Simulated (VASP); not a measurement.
VASP ran on this input.

INCAR:
```
SYSTEM = Cd3HgSe4
PREC = Accurate
ENCUT = 400
EDIFF = 1E-6
NELM = 100
ALGO = Normal
LREAL = .FALSE.
LASPH = .TRUE.
ISMEAR = 1
SIGMA = 0.1
GGA = PS
LMAXMIX = 6
LWAVE = .FALSE.
LCHARG = .FALSE.
IBRION = 2
ISIF = 3
NSW = 60
EDIFFG = -0.02
```

**POSCAR**
```
Cd3HgSe4
1
    0.0000000000     3.0508680550     3.0508680550
    3.0508680550     0.0000000000     3.0508680550
   12.1888621527    12.1888621527     0.0146100673
Hg Se Cd
1 4 3
Direct
  0.0004768610   0.0004768610   0.9996423543
  0.2482547607   0.2482547607   0.0638089295
  0.2501339295   0.2501339295   0.3123995529
  0.2503019589   0.2503019589   0.5622735308
  0.2518641286   0.2518641286   0.8111019036
  0.9987971373   0.9987971373   0.2509021471
  0.9999568096   0.9999568096   0.5000323928
  0.0002144146   0.0002144146   0.7498391890
```

File KPOINTS:
```
Regular mesh
0
Gamma
  8 8 2
```

POTCAR, in this order: Hg Se Cd (PBE.64 set). Program: vasp_std.

Q: Translate this PBEsol calculation to Ansatz.

A: One equivalent input (not run):
Ansatz 0.2 input:
```yaml
crystal:
  lattice:
    - [0.0000000, 3.0508681, 3.0508681]
    - [3.0508681, 0.0000000, 3.0508681]
    - [12.1888622, 12.1888622, 0.0146101]
  atoms:
    - { symbol: Hg, position: [0.0004769, 0.0004769, 0.9996424] }
    - { symbol: Se, position: [0.2482548, 0.2482548, 0.0638089] }
    - { symbol: Se, position: [0.2501339, 0.2501339, 0.3123996] }
    - { symbol: Se, position: [0.2503020, 0.2503020, 0.5622735] }
    - { symbol: Se, position: [0.2518641, 0.2518641, 0.8111019] }
    - { symbol: Cd, position: [0.9987971, 0.9987971, 0.2509021] }
    - { symbol: Cd, position: [0.9999568, 0.9999568, 0.5000324] }
    - { symbol: Cd, position: [0.0002144, 0.0002144, 0.7498392] }
kpoints:
  mp_grid: { grid: [8, 8, 2] }
hamiltonian:
  xc: pbesol
  pseudopotentials: { kind: paw }
scf:
  occupations: { method: methfessel_paxton, width: 0.1 }
  max_iter: 100
relax:
  max_steps: 60
  f_tol: 0.02
  cell: {}
output: { forces: true, stress: true, eigenvalues: true }
```
The two are equivalent in intent, not identical: each code has its own PAW files, so the cut-off isn't converted (ENCUT is set for VASP's; basis.ecutwfc is left out, and Ansatz then takes the one that its files recommend); Ansatz stops its SCF on the density residual and VASP on the energy change (EDIFF).

The structure was generated: Cd3HgSe4 was put into an ordered model structure (R3m), which need not be its known phase. This run relaxes it. Symmetry was kept, so distortions that lower it aren't found. The start is the result of an earlier pass.
